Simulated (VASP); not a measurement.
These are LDA (Ceperley-Alder, Perdew-Zunger), VASP's LDA PAW potentials (set 64) (plane waves; VASP) values and carry that method's errors.

The input files of a VASP run:

KPOINTS:
```
Automatic mesh
0
Gamma
 7 7 5
```

POSCAR:
```
Al3Ni2
3.99420
  1.0000000000   0.0000000000   0.0000000000
 -0.5000000000   0.8660254870   0.0000000000
  0.0000000000   0.0000000000   1.2219868810
Al Ni
3 2
direct
 -0.0072990000  -0.0084140000   0.0028270000
  0.3306770000   0.6674240000   0.6479750000
  0.6683940000   0.3397780000   0.3490430000
  0.3367880000   0.6637420000   0.1438990000
  0.6714400000   0.3374700000   0.8562570000
```

INCAR:
```
ALGO=Normal
EDIFF=1E-6
ENCUT=300
ISIF=2
ISMEAR=0
LASPH=T
LCHARG=F
LMAXMIX=4
LREAL=F
LWAVE=F
NELM=100
PREC=Accurate
SIGMA=0.272
SYSTEM=Al3Ni2
```

POTCAR, in this order: Al Ni (LDA.64 set). Program: vasp_std.

The run wrote:

**OUTCAR**
```
 ion  position               nearest neighbor table
   1  0.993  0.992  0.003-   4 2.37   5 2.37   5 2.42   4 2.42   4 2.43   5 2.45   3 2.82   2 2.87
                             2 2.87   3 2.88   3 2.88   2 2.91
   2  0.331  0.667  0.648-   4 2.42   4 2.46   5 2.50   5 2.53   5 2.53   3 2.72   3 2.73   3 2.75
                             1 2.87   1 2.87   1 2.91
   3  0.668  0.340  0.349-   5 2.41   5 2.48   4 2.48   4 2.52   4 2.54   2 2.72   2 2.73   2 2.75
                             1 2.82   1 2.88   1 2.88
   4  0.337  0.664  0.144-   1 2.37   2 2.42   1 2.42   1 2.43   2 2.46   3 2.48   3 2.52   3 2.54
                             5 2.68   5 2.70   5 2.72
   5  0.671  0.337  0.856-   1 2.37   3 2.41   1 2.42   1 2.45   3 2.48   2 2.50   2 2.53   2 2.53
                             4 2.68   4 2.70   4 2.72
  LATTYP: Found a hexagonal cell.
 ALAT       =     3.9942000000
 C/A-ratio  =     1.2219868810
 Subroutine PRICEL returns:
 Original cell was already a primitive cell.
 Subroutine GETGRP returns: Found  1 space group operations
The static configuration has the point symmetry C_1 .
The dynamic configuration has the point symmetry C_1 .
 Subroutine INISYM returns: Found  1 space group operations
 Subroutine IBZKPT returns following result:
 Found    123 irreducible k-points:

 Following reciprocal coordinates:
            Coordinates               Weight
  0.000000  0.000000  0.000000      1.000000
  0.142857  0.000000  0.000000      2.000000
  0.000000  0.142857  0.000000      2.000000
 -0.142857  0.142857  0.000000      2.000000
  0.285714  0.000000  0.000000      2.000000
  0.000000  0.285714  0.000000      2.000000
 -0.285714  0.285714  0.000000      2.000000
  0.428571  0.000000  0.000000      2.000000
  0.000000  0.428571  0.000000      2.000000
 -0.428571  0.428571  0.000000      2.000000
  0.142857  0.142857  0.000000      2.000000
 -0.142857  0.285714  0.000000      2.000000
 -0.285714  0.142857  0.000000      2.000000
  0.285714  0.142857  0.000000      2.000000
 -0.142857  0.428571  0.000000      2.000000
 -0.428571  0.285714  0.000000      2.000000
 -0.285714  0.428571  0.000000      2.000000
  0.142857  0.285714  0.000000      2.000000
  0.428571 -0.142857  0.000000      2.000000
  0.428571  0.142857  0.000000      2.000000
 -0.142857 -0.428571  0.000000      2.000000
  0.428571  0.428571  0.000000      2.000000
  0.285714  0.285714  0.000000      2.000000
 -0.285714 -0.428571  0.000000      2.000000
  0.428571  0.285714  0.000000      2.000000
  0.000000  0.000000  0.200000      2.000000
  0.142857  0.000000  0.200000      2.000000
  0.000000  0.142857  0.200000      2.000000
 -0.142857  0.142857  0.200000      2.000000
 -0.142857  0.000000  0.200000      2.000000
  0.000000 -0.142857  0.200000      2.000000
  0.142857 -0.142857  0.200000      2.000000
  0.285714  0.000000  0.200000      2.000000
  0.000000  0.285714  0.200000      2.000000
 -0.285714  0.285714  0.200000      2.000000
 -0.285714  0.000000  0.200000      2.000000
  0.000000 -0.285714  0.200000      2.000000
  0.285714 -0.285714  0.200000      2.000000
  0.428571  0.000000  0.200000      2.000000
  0.000000  0.428571  0.200000      2.000000
   k-points           NKPTS =    123   k-points in BZ     NKDIM =    123   number of bands    NBANDS=     18
   number of dos      NEDOS =    301   number of ions     NIONS =      5
   total plane-waves  NPLWV =  16128
   dimension x,y,z NGX =    24 NGY =   24 NGZ =   28
   dimension x,y,z NGXF=    48 NGYF=   48 NGZF=   56
   ions per type =               3   2
   PREC   = accura    normal or accurate (medium, high low for compatibility)
   ISTART =      0    job   : 0-new  1-cont  2-samecut
   ICHARG =      2    charge: 1-file 2-atom 10-const
   ISPIN  =      1    spin polarized calculation?
...
```

### OSZICAR
```
       N       E                     dE             d eps       ncg     rms          rms(c)
DAV:   1     0.102784721926E+03    0.10278E+03   -0.85843E+03  4436   0.106E+03
DAV:   2    -0.272203574506E+02   -0.13001E+03   -0.12658E+03  4436   0.264E+02
DAV:   3    -0.320137959782E+02   -0.47934E+01   -0.46979E+01  5272   0.617E+01
DAV:   4    -0.321299815490E+02   -0.11619E+00   -0.11576E+00  5430   0.893E+00
DAV:   5    -0.321330382334E+02   -0.30567E-02   -0.30556E-02  5320   0.139E+00    0.175E+01
DAV:   6    -0.373029887697E+02   -0.51700E+01   -0.10295E+02  5096   0.170E+02    0.239E+01
DAV:   7    -0.291372865005E+02    0.81657E+01   -0.31575E+01  4934   0.101E+02    0.270E+00
DAV:   8    -0.291249276421E+02    0.12359E-01   -0.31437E+00  6436   0.191E+01    0.283E+00
DAV:   9    -0.290326779415E+02    0.92250E-01   -0.51890E-01  5234   0.121E+01    0.696E-01
DAV:  10    -0.290317373526E+02    0.94059E-03   -0.43880E-02  6764   0.589E+00    0.643E-01
DAV:  11    -0.290277888552E+02    0.39485E-02   -0.20174E-02  6828   0.394E+00    0.161E-01
DAV:  12    -0.290278615990E+02   -0.72744E-04   -0.11855E-03  4952   0.325E-01    0.728E-02
DAV:  13    -0.290278979189E+02   -0.36320E-04   -0.20521E-04  6610   0.247E-01    0.612E-02
DAV:  14    -0.290278511209E+02    0.46798E-04   -0.16763E-04  6044   0.212E-01    0.144E-02
DAV:  15    -0.290278509445E+02    0.17648E-06   -0.10659E-05  6706   0.501E-02    0.556E-03
DAV:  16    -0.290278507070E+02    0.23742E-06   -0.11040E-06  2476   0.325E-02
   1 F= -.29027851E+02 E0= -.29003455E+02  d E =-.487905E-01
```

File OUTCAR:
```
------------------------ aborting loop because EDIFF is reached ----------------------------------------
  FORCE on cell =-STRESS in cart. coord.  units (eV):
  Direction    XX          YY          ZZ          XY          YZ          ZX
  --------------------------------------------------------------------------------------
  Total       -1.3410778     -1.4111117     -2.0478088      0.0398652      0.0163363     -0.0289410
  in kB      -31.8623592    -33.5262781    -48.6534184      0.9471483      0.3881301     -0.6876019
  external PRESSURE =     -38.0140185 kB  Pullay stress =       0.0000000 kB
  volume of cell :       67.44
      direct lattice vectors                 reciprocal lattice vectors
     3.994200000  0.000000000  0.000000000     0.250363026  0.144547147  0.000000000
    -1.997100000  3.459079000  0.000000000     0.000000000  0.289094294  0.000000000
     0.000000000  0.000000000  4.880860000     0.000000000  0.000000000  0.204881927
 POSITION                                       TOTAL-FORCE (eV/Angst)
 -----------------------------------------------------------------------------------
      1.98475      3.42997      0.01380         0.239438      0.391300     -0.076728
     -0.01212      2.30867      3.16268         0.076016      0.021251     -0.004008
      1.99113      1.17532      1.70363         0.047465     -0.190227      0.172584
      0.01964      2.29594      0.70235        -0.233007      0.018247      0.109135
      2.00790      1.16734      4.17927        -0.129912     -0.240570     -0.200983
 -----------------------------------------------------------------------------------
    total drift:                                0.000745      0.000187     -0.000070
  FREE ENERGIE OF THE ION-ELECTRON SYSTEM (eV)
  ---------------------------------------------------
  free  energy   TOTEN  =       -29.0278507070 eV

  energy  without entropy=      -28.9790602010  energy(sigma->0) =      -29.00345545
```
(Selected blocks of OUTCAR.)

**OUTCAR**
```
 val. band max:        8.3588178190   @ k =   0.0000  -0.2857   0.2000

 cond. band min:       8.3982069873   @ k =   0.2857   0.4286   0.4000


 Fermi energy:         8.3830018999

 k-point     1 :       0.0000    0.0000    0.0000
  band No.  band energies     occupation
      1      -2.1734      2.00000
      2       3.1056      2.00000
      3       3.5113      2.00000
      4       4.7432      2.00000
      5       4.7545      2.00000
      6       5.3268      2.00000
      7       5.3308      2.00000
      8       6.2299      2.00000
      9       6.2581      2.00000
     10       6.6229      2.00000
     11       6.6735      2.00000
     12       6.6794      2.00000
     13       7.0626      2.00000
     14       9.6476      0.00000
     15       9.7385      0.00000
     16      11.5524      0.00000
     17      11.6353      0.00000
     18      12.7465      0.00000

 k-point     2 :       0.1429    0.0000    0.0000
  band No.  band energies     occupation
      1      -1.9171      2.00000
      2       3.2527      2.00000
      3       3.5889      2.00000
      4       4.6401      2.00000
      5       4.8471      2.00000
      6       5.1953      2.00000
      7       5.3809      2.00000
      8       6.0870      2.00000
      9       6.2059      2.00000
     10       6.5153      2.00000
     11       6.6528      2.00000
     12       6.6953      2.00000
     13       7.1250      2.00000
     14       8.3251      1.23673
     15       8.8781      0.01004
     16      11.1300      0.00000
     17      12.6847      0.00000
     18      13.3334      0.00000

 k-point     3 :       0.0000    0.1429    0.0000
  band No.  band energies     occupation
      1      -1.9176      2.00000
      2       3.2528      2.00000
      3       3.5871      2.00000
      4       4.6289      2.00000
      5       4.8560      2.00000
      6       5.1989      2.00000
      7       5.3760      2.00000
      8       6.1112      2.00000
      9       6.1847      2.00000
...
```

At this cut-off the stress carries a Pulay error, which pulls relaxed volumes low.

The structure comes from a computed database's Al3Ni2 entry; how it stands against other phases isn't given here. The cell was not relaxed at this level, atoms are displaced from their ideal sites. The run is one of a series of settings (GGA removed, POTCAR Al Ni (LDA.64 set) against the base run), some of them coarse on purpose. The run is not spin-polarised, so no magnetic state was tried. The electron count is odd and the run is not spin-polarised, which forces a metal.
